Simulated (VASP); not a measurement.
```
MgB2
1.0
    1.53581    -2.66010     0.00000
    1.53581     2.66010     0.00000
    0.00000     0.00000     3.47338
Mg B
1 2
Cartesian
  0.00000   0.00000   0.00000
  1.53581   0.88670   1.73669
  1.53581  -0.88670   1.73669
```

Calculation: PBEsol GGA, VASP's PBE PAW potentials (set 64) (plane waves; VASP). Numerical set-up: 520 eV cut-off, Gaussian smearing of 0.050 eV, potentials Mg B.

Give the energies of bands 1 to 6 at the high-symmetry points, in eV from the Fermi level.

```tsv
band	Γ	M	K	A	L	H
1	-12.48	-8.54	-7.26	-11.13	-7.50	-6.31
2	-2.82	-7.88	-7.26	-7.47	-6.92	-6.31
3	0.41	-2.17	-5.92	0.81	-3.59	-5.22
4	0.41	0.33	1.93	0.81	-1.86	-2.03
5	1.89	3.24	1.93	6.67	-1.29	-2.03
6	6.33	3.87	6.38	6.67	5.82	3.69
```

It has no gap at this level: it comes out as a metal or semimetal.

The compound is MgB2 in the AlB2 type structure. It was relaxed first.
